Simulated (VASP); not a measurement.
# AgB2 (P6/mmm) in VASP: a series of runs

The runs below take AgB2 through single point, with r2SCAN.

Program: VASP 6.6.1. These are calculated values, not measurements. Logs are shortened: lines on timing, memory, paths and dates and some standing lists are left out, and cuts for length are marked.

## Step 1: Starting point

Symmetry: P6/mmm, No. 191, hexagonal system. Conventional cell: a = 3.000 Å, b = 3.000 Å, c = 3.240 Å, α = 90.00°, β = 90.00°, γ = 120.00°. Around Ag (site symmetry 6/mmm) lie 12 B at 2.37 Å. Around B (site symmetry -6m2) lie 3 B at 1.73 Å.

## Step 2: Single point, r2SCAN

File INCAR:

```
SYSTEM = AgB2
PREC = Accurate
ENCUT = 460
EDIFF = 1E-6
ISMEAR = 0
SIGMA = 0.05
LREAL = .False.
LASPH = .False.
NELM = 100
ALGO = Normal
ISIF = 2
LWAVE = .False.
LCHARG = .False.
METAGGA = R2SCAN
LMIXTAU = .True.
ADDGRID = .False.
```

File KPOINTS:

```
regular mesh
0
Gamma
  4 4 3
  0 0 0
```

File POSCAR:

```
AgB2
1.0
    3.0000000000      0.0000000000      0.0000000000
   -1.5000000000      2.5980762114      0.0000000000
    0.0000000000      0.0000000000      3.2400000000
Ag B
1 2
Direct
    0.0172000000      0.0014340000     -0.0107780000
    0.6537670000      0.3220700000      0.4709270000
    0.3421410000      0.7037590000      0.5156140000
```

Potentials or basis: VASP PAW PBE potentials, release 64 (Ag, B).

Command:

```
$ cat potpaw_PBE.64/Ag/POTCAR potpaw_PBE.64/B/POTCAR > POTCAR
$ mpirun -np 1 vasp_std > vasp.out
```

OUTCAR:

```text
SYSTEM = AgB2
   PREC = Accurate
   ENCUT = 460
   EDIFF = 1E-6
   ISMEAR = 0
   LREAL = .False.
   LASPH = .False.
   NELM = 100
   ISIF = 2
   METAGGA = R2SCAN
     LASPH = .TRUE.)

 Found     26 irreducible k-points:

 Following reciprocal coordinates:
            Coordinates               Weight
  0.000000  0.000000  0.000000      1.000000
  0.250000 -0.000000  0.000000      2.000000
  0.000000  0.250000  0.000000      2.000000
 -0.250000  0.250000  0.000000      2.000000
  0.500000 -0.000000  0.000000      1.000000
  0.000000  0.500000  0.000000      1.000000
   k-points           NKPTS =     26   k-points in BZ     NKDIM =     26   number of bands    NBANDS=     12
   number of dos      NEDOS =    301   number of ions     NIONS =      3
   total plane-waves  NPLWV =  13824
   dimension x,y,z NGX =    24 NGY =   24 NGZ =   24
   dimension x,y,z NGXF=    48 NGYF=   48 NGZF=   48
   ions per type =               1   2
   NGX,Y,Z   is equivalent  to a cutoff of  13.30, 13.30, 12.31 a.u.
   NGXF,Y,Z  is equivalent  to a cutoff of  26.60, 26.60, 24.63 a.u.
 SYSTEM =  AgB2
   PREC   = accura    normal or accurate (medium, high low for compatibility)
   ISTART =      0    job   : 0-new  1-cont  2-samecut
   ICHARG =      2    charge: 1-file 2-atom 10-const
   ISPIN  =      1    spin polarized calculation?
   LNONCOLLINEAR =      F non collinear calculations
   LSORBIT =      F    spin-orbit coupling
   LASPH  =      F    aspherical Exc in radial PAW
   ENCUT  =  460.0 eV  33.81 Ry    5.81 a.u.   5.25  5.25  5.67*2*pi/ulx,y,z
   NELM   =    100;   NELMIN=  2; NELMDL= -5     # of ELM steps
   EDIFF  = 0.1E-05   stopping-criterion for ELM
   LREAL  =      F    real-space projection
   EDIFFG = 0.1E-04   stopping-criterion for IOM
   NSW    =      0    number of steps for IOM
   IBRION =     -1    ionic relax: 0-MD 1-quasi-New 2-CG
   NFREE  =      0    steps in history (QN), initial steepest desc. (CG)
   ISIF   =      2    stress and relaxation
   ISYM   =      2    0-nonsym 1-usesym 2-fastsym
   POTIM  = 0.5000    time-step for ionic-motion
   TEBEG  =    0.0;   TEEND  =   0.0 temperature during run
   PSTRESS=    0.0 pullay stress
   NELECT =      17.0000    total number of electrons
   NUPDOWN=      -1.0000    fix difference up-down
   EMIN   =  10.00;   EMAX   =-10.00  energy-range for DOS
   EFERMI =   0.00;   METHOD = LEGACY
   ISMEAR =     0;   SIGMA  =   0.05  broadening in eV -4-tet -1-fermi 0-gaus
   EFERMI_NEDOS =   21; number of points for ismear=-14 and -15
   IALGO  =     38    algorithm
   IMIX   =      4    mixing-type and parameters
     AMIX     =   0.40;   BMIX     =  1.00
     AMIX_MAG =   1.60;   BMIX_MAG =  1.00
  volume/ion in A,a.u.               =       8.42        56.81
  Fermi-wavevector in a.u.,A,eV,Ry     =   1.434779  2.711340 28.008838  2.058591
  Thomas-Fermi vector in A             =   2.554150
   LORBIT       =      0    0 simple, 1 ext, 2 COOP (PROOUT), +10 PAW based schemes
   METAGGA = R2SCAN    functional components
   LHFCALC =     F    Hartree Fock is set to
   AEXX    =    0.0000 exact exchange contribution
   IVDW    =     0    specifies the selected vdW correction
   LEPSILON=     F    determine dielectric tensor
   LRPA    =     F    only Hartree local field effects (RPA)
 non-spin polarized calculation
 Gauss-broadening in eV      SIGMA  =   0.05
  energy-cutoff  :      460.00
  volume of cell :       25.25
 maximum number of plane-waves:       571
 NGX is ok and might be reduce to    24
   NGX = 11   NGY = 11   NGZ = 11

 number of electron      17.0000003 magnetization

 Free energy of the ion-electron system (eV)
  ---------------------------------------------------
  ext. energy  EPLUGINS =         0.00000000
  ---------------------------------------------------
  free energy    TOTEN  =       -32.86634026 eV

  energy without entropy =      -32.86047979  energy(sigma->0) =      -32.86341002

 E-fermi :  10.4749     XC(G=0): -14.2707

 val. band max:       10.4728933077   @ k =  -0.2500   0.2500   0.0000
 cond. band min:      10.5136340054   @ k =   0.2500  -0.0000   0.3333
 fundamental gap:      0.0407406977
 Fermi energy:        10.4748994581

 k-point     1 :       0.0000    0.0000    0.0000
  band No.  band energies     occupation
      1      -4.5270      2.00000
      2       3.3520      2.00000
      3       3.7189      2.00000
      4       3.9013      2.00000
      5       5.3450      2.00000
      6       5.4780      2.00000
      7       7.3494      2.00000
      8      10.9700      0.00000
      9      12.6130      0.00000
     10      15.4254      0.00000
     11      16.4149      0.00000
     12      17.4482      0.00000

 k-point     2 :       0.2500   -0.0000    0.0000
  band No.  band energies     occupation
      1      -3.2882      2.00000
      2       2.8330      2.00000
      3       3.6328      2.00000
      4       3.7774      2.00000
      5       4.5554      2.00000
      6       5.2919      2.00000
      7       8.2272      2.00000
      8       9.2967      2.00000
      9      10.4697      1.11661
     10      16.0409      0.00000
     11      17.1619      0.00000
     12      19.1803      0.00000

 k-point     3 :       0.0000    0.2500    0.0000
  band No.  band energies     occupation
      1      -3.3222      2.00000
      2       2.7082      2.00000
      3       3.6621      2.00000
      4       3.9508      2.00000
      5       4.6626      2.00000
      6       5.2213      2.00000
      7       8.2007      2.00000
      8       9.4905      2.00000
      9      10.2106      2.00000
     10      16.0516      0.00000
     11      17.6213      0.00000
     12      19.0897      0.00000

 k-point     4 :      -0.2500    0.2500    0.0000
  band No.  band energies     occupation
      1      -3.2875      2.00000
      2       2.8344      2.00000
      3       3.6525      2.00000
      4       3.7708      2.00000
      5       4.5409      2.00000
      6       5.3023      2.00000
      7       8.2418      2.00000
      8       9.2310      2.00000
      9      10.4729      1.04525
     10      16.0455      0.00000
     11      17.2189      0.00000
     12      19.1939      0.00000

 k-point     5 :       0.5000   -0.0000    0.0000
  band No.  band energies     occupation
      1      -0.2774      2.00000
      2       0.1213      2.00000
      3       2.8966      2.00000
      4       3.3425      2.00000
      5       5.1123      2.00000
      6       5.9901      2.00000
      7       7.0528      2.00000
      8       7.2787      2.00000
      9      13.9565      0.00000
     10      15.0845      0.00000
     11      17.1013      0.00000
     12      17.6097      0.00000

 k-point     6 :       0.0000    0.5000    0.0000
  band No.  band energies     occupation
      1      -0.7151      2.00000
      2       0.3863      2.00000
      3       3.1275      2.00000
      4       3.4345      2.00000
      5       5.0314      2.00000
      6       5.9789      2.00000
      7       7.2087      2.00000
      8       7.4424      2.00000
      9      12.8474      0.00000
     10      15.5676      0.00000
     11      17.4015      0.00000
     12      17.6350      0.00000

 [... further k-points ...]
[... 5 lines left out ...]
  --------------------------------------------------------------------------------------
  -------------------------------------------------------------------------------------
  Total        6.0987684      8.1353319     13.1859772     -0.0042763      0.2051742      0.0341734
  in kB      386.9319334    516.1402258    836.5747462     -0.2713063     13.0171267      2.1681086
  external PRESSURE =     579.8823018 kB  Pullay stress =       0.0000000 kB

 VOLUME and BASIS-vectors are now :
 -----------------------------------------------------------------------------
  energy-cutoff  :      460.00
  volume of cell :       25.25
      direct lattice vectors                 reciprocal lattice vectors
     3.000000000  0.000000000  0.000000000     0.333333333  0.192450090  0.000000000
    -1.500000000  2.598076211  0.000000000     0.000000000  0.384900179  0.000000000
     0.000000000  0.000000000  3.240000000     0.000000000  0.000000000  0.308641975

 POSITION                                       TOTAL-FORCE (eV/Angst)
 -----------------------------------------------------------------------------------
      0.04945      0.00373      3.20508        -0.191313      0.040588      0.227143
      1.47820      0.83676      1.52580         0.258019      1.410757      0.880354
     -0.02922      1.82842      1.67059        -0.066707     -1.451345     -1.107497
 -----------------------------------------------------------------------------------
    total drift:                                0.000035      0.000090     -0.000101

  FREE ENERGIE OF THE ION-ELECTRON SYSTEM (eV)
  ---------------------------------------------------
  free  energy   TOTEN  =       -32.8663402568 eV

  energy  without entropy=      -32.8604797919  energy(sigma->0) =      -32.86341002
```

Run time: 9.6 s. Hardware: 1 thread of Intel Xeon 6975P-C (Granite Rapids), shared host; peak memory 0.14 GiB.

The run converged, but some of its settings lie outside the range that counts as converged, so its numbers aren't taken as properties of the crystal.

Results:

- Free energy: -32.8663 eV
- Pressure: 58.0 GPa
- Largest force: 1.827 eV/Å
- Band gap on the k mesh: none (metal or under the smearing width)

Caveat: the k mesh is coarse (spacing up to 0.65 Å⁻¹), so the values aren't converged; the PAW data sets were made with another functional, which shifts forces and pressure a little.

## Step 3: Single point, r2SCAN

File INCAR:

```
SYSTEM = AgB2
PREC = Normal
ENCUT = 460
EDIFF = 1E-4
ISMEAR = 0
SIGMA = 0.05
LREAL = Auto
LASPH = .True.
NELM = 100
ALGO = Normal
ISIF = 2
LWAVE = .False.
LCHARG = .False.
METAGGA = R2SCAN
LMIXTAU = .True.
ADDGRID = .False.
```

KPOINTS is that of step 2.

File POSCAR:

```
AgB2
1.0
    3.0000000000      0.0000000000      0.0000000000
   -1.5000000000      2.5980762114      0.0000000000
    0.0000000000      0.0000000000      3.2400000000
Ag B
1 2
Direct
    0.0000000000      0.0000000000      0.0000000000
    0.6666666667      0.3333333333      0.5000000000
    0.3333333333      0.6666666667      0.5000000000
```

Potentials or basis: VASP PAW PBE potentials, release 64 (Ag, B).

Command:

```
$ cat potpaw_PBE.64/Ag/POTCAR potpaw_PBE.64/B/POTCAR > POTCAR
$ mpirun -np 1 vasp_std > vasp.out
```

Wall time 5.4 s (1 thread of Intel Xeon 6975P-C (Granite Rapids), shared host); peak memory 0.12 GiB.

The run converged, but some of its settings lie outside the range that counts as converged, so its numbers aren't taken as properties of the crystal.

Results:

```yaml
Free_energy: -32.9925 eV
Pressure: 53.7 GPa
Band_gap_on_the_k_mesh: none (metal or under the smearing width)
```

Caveat: the k mesh is coarse (spacing up to 0.65 Å⁻¹), so the values aren't converged; a pressure of tens of GPa on the cell as given is suspect, and the run, the potentials or the cell itself is likely at fault; the PAW data sets were made with another functional, which shifts forces and pressure a little.

## Step 4: Single point, r2SCAN

INCAR is that of step 3.

KPOINTS is that of step 3.

File POSCAR:

```
AgB2
1.0
    3.0000000000      0.0000000000      0.0000000000
   -1.5000000000      2.5980762114      0.0000000000
    0.0000000000      0.0000000000      3.2400000000
Ag B
1 2
Direct
    0.0172000000      0.0014340000     -0.0107780000
    0.6537670000      0.3220700000      0.4709270000
    0.3421410000      0.7037590000      0.5156140000
```

Potentials or basis: VASP PAW PBE potentials, release 64 (Ag, B).

Command:

```
$ cat potpaw_PBE.64/Ag/POTCAR potpaw_PBE.64/B/POTCAR > POTCAR
$ mpirun -np 1 vasp_std > vasp.out
```

OUTCAR:

```text
SYSTEM = AgB2
   PREC = Normal
   ENCUT = 460
   EDIFF = 1E-4
   ISMEAR = 0
   LREAL = Auto
   LASPH = .True.
   NELM = 100
   ISIF = 2
   METAGGA = R2SCAN

 Found     26 irreducible k-points:

 Following reciprocal coordinates:
            Coordinates               Weight
  0.000000  0.000000  0.000000      1.000000
  0.250000 -0.000000  0.000000      2.000000
  0.000000  0.250000  0.000000      2.000000
 -0.250000  0.250000  0.000000      2.000000
  0.500000 -0.000000  0.000000      1.000000
  0.000000  0.500000  0.000000      1.000000
   k-points           NKPTS =     26   k-points in BZ     NKDIM =     26   number of bands    NBANDS=     12
   number of dos      NEDOS =    301   number of ions     NIONS =      3
   total plane-waves  NPLWV =   4608
   dimension x,y,z NGX =    16 NGY =   16 NGZ =   18
   dimension x,y,z NGXF=    32 NGYF=   32 NGZF=   36
   ions per type =               1   2
   NGX,Y,Z   is equivalent  to a cutoff of   8.87,  8.87,  9.24 a.u.
   NGXF,Y,Z  is equivalent  to a cutoff of  17.73, 17.73, 18.47 a.u.
 SYSTEM =  AgB2
   PREC   = normal    normal or accurate (medium, high low for compatibility)
   ISTART =      0    job   : 0-new  1-cont  2-samecut
   ICHARG =      2    charge: 1-file 2-atom 10-const
   ISPIN  =      1    spin polarized calculation?
   LNONCOLLINEAR =      F non collinear calculations
[... 63 lines left out ...]
      2       3.3294      2.00000
      3       3.7108      2.00000
      4       3.9029      2.00000
      5       5.3515      2.00000
      6       5.4809      2.00000
      7       7.3644      2.00000
      8      10.9449      0.00000
      9      12.6236      0.00000
     10      15.4340      0.00000
     11      16.4170      0.00000
     12      17.4444      0.00000
[... 61 lines left out ...]
 k-point     6 :       0.0000    0.5000    0.0000
  band No.  band energies     occupation
      1      -0.7250      2.00000
      2       0.3891      2.00000
      3       3.1317      2.00000
      4       3.4208      2.00000
      5       5.0414      2.00000
      6       5.9786      2.00000
      7       7.1931      2.00000
      8       7.4496      2.00000
      9      12.8657      0.00000
     10      15.5894      0.00000
     11      17.3995      0.00000
     12      17.6299      0.00000

 [... further k-points ...]
[... 5 lines left out ...]
  --------------------------------------------------------------------------------------
  -------------------------------------------------------------------------------------
  Total        6.0514548      8.1754209     13.0818867     -0.0092289      0.1692625      0.0697109
  in kB      383.9301580    518.6836407    829.9708045     -0.5855218     10.7387352      4.4227569
  external PRESSURE =     577.5282011 kB  Pullay stress =       0.0000000 kB

 VOLUME and BASIS-vectors are now :
 -----------------------------------------------------------------------------
  energy-cutoff  :      460.00
  volume of cell :       25.25
      direct lattice vectors                 reciprocal lattice vectors
     3.000000000  0.000000000  0.000000000     0.333333333  0.192450090  0.000000000
    -1.500000000  2.598076211  0.000000000     0.000000000  0.384900179  0.000000000
     0.000000000  0.000000000  3.240000000     0.000000000  0.000000000  0.308641975

 POSITION                                       TOTAL-FORCE (eV/Angst)
 -----------------------------------------------------------------------------------
      0.04945      0.00373      3.20508        -0.201417      0.046461      0.219138
      1.47820      0.83676      1.52580         0.277551      1.369215      0.886541
     -0.02922      1.82842      1.67059        -0.076134     -1.415676     -1.105679
 -----------------------------------------------------------------------------------
    total drift:                               -0.006617     -0.003460     -0.007750

  FREE ENERGIE OF THE ION-ELECTRON SYSTEM (eV)
  ---------------------------------------------------
  free  energy   TOTEN  =       -32.8804836172 eV

  energy  without entropy=      -32.8747694873  energy(sigma->0) =      -32.87762655
```

Run time: 7.6 s. Hardware: 1 thread of Intel Xeon 6975P-C (Granite Rapids), shared host; peak memory 0.12 GiB.

These settings aren't checked as converged: the numbers below hold their error.

What came out:

| Property | Result |
| --- | --- |
| Free energy | -32.8805 eV |
| Pressure | 57.8 GPa |
| Largest force | 1.798 eV/Å |
| Band gap on the k mesh | none (metal or under the smearing width) |

Caveat: the k mesh is coarse (spacing up to 0.65 Å⁻¹), so the values aren't converged; the PAW data sets were made with another functional, which shifts forces and pressure a little.

## Step 5: Single point, r2SCAN

File INCAR:

```
SYSTEM = AgB2
PREC = Accurate
ENCUT = 520
EDIFF = 1E-6
ISMEAR = 0
SIGMA = 0.05
LREAL = .False.
LASPH = .True.
NELM = 100
ALGO = Normal
ISIF = 2
LWAVE = .False.
LCHARG = .False.
METAGGA = R2SCAN
LMIXTAU = .True.
ADDGRID = .False.
```

KPOINTS is that of step 4.

File POSCAR:

```
AgB2
1.0
    3.0000000000      0.0000000000      0.0000000000
   -1.5000000000      2.5980762114      0.0000000000
    0.0000000000      0.0000000000      3.2400000000
Ag B
1 2
Direct
    0.0000000000      0.0000000000      0.0000000000
    0.6666666667      0.3333333333      0.5000000000
    0.3333333333      0.6666666667      0.5000000000
```

Command:

```
$ cat potpaw_PBE.64/Ag/POTCAR potpaw_PBE.64/B/POTCAR > POTCAR
$ mpirun -np 1 vasp_std > vasp.out
```

Run time: 8.1 s. Hardware: 1 thread of Intel Xeon 6975P-C (Granite Rapids), shared host; peak memory 0.14 GiB.

These settings aren't checked as converged: the numbers below hold their error.

Results:

- Free energy: -32.9954 eV
- Pressure: 54.2 GPa
- Band gap on the k mesh: none (metal or under the smearing width)

Caveat: the k mesh is coarse (spacing up to 0.65 Å⁻¹), so the values aren't converged; a pressure of tens of GPa on the cell as given is suspect, and the run, the potentials or the cell itself is likely at fault; the PAW data sets were made with another functional, which shifts forces and pressure a little.

## Step 6: Single point, r2SCAN

INCAR is that of step 5.

KPOINTS is that of step 5.

File POSCAR:

```
AgB2
1.0
    3.0000000000      0.0000000000      0.0000000000
   -1.5000000000      2.5980762114      0.0000000000
    0.0000000000      0.0000000000      3.2400000000
Ag B
1 2
Direct
    0.0172000000      0.0014340000     -0.0107780000
    0.6537670000      0.3220700000      0.4709270000
    0.3421410000      0.7037590000      0.5156140000
```

Potentials or basis: VASP PAW PBE potentials, release 64 (Ag, B).

Command:

```
$ cat potpaw_PBE.64/Ag/POTCAR potpaw_PBE.64/B/POTCAR > POTCAR
$ mpirun -np 1 vasp_std > vasp.out
```

It took 14 s on 1 thread of Intel Xeon 6975P-C (Granite Rapids), shared host; peak memory 0.14 GiB.

The run converged, but some of its settings lie outside the range that counts as converged, so its numbers aren't taken as properties of the crystal.

Results:

| Property | Result |
| --- | --- |
| Free energy | -32.8817 eV |
| Pressure | 57.8 GPa |
| Largest force | 1.799 eV/Å |
| Band gap on the k mesh | none (metal or under the smearing width) |

Caveat: the k mesh is coarse (spacing up to 0.65 Å⁻¹), so the values aren't converged; the PAW data sets were made with another functional, which shifts forces and pressure a little.
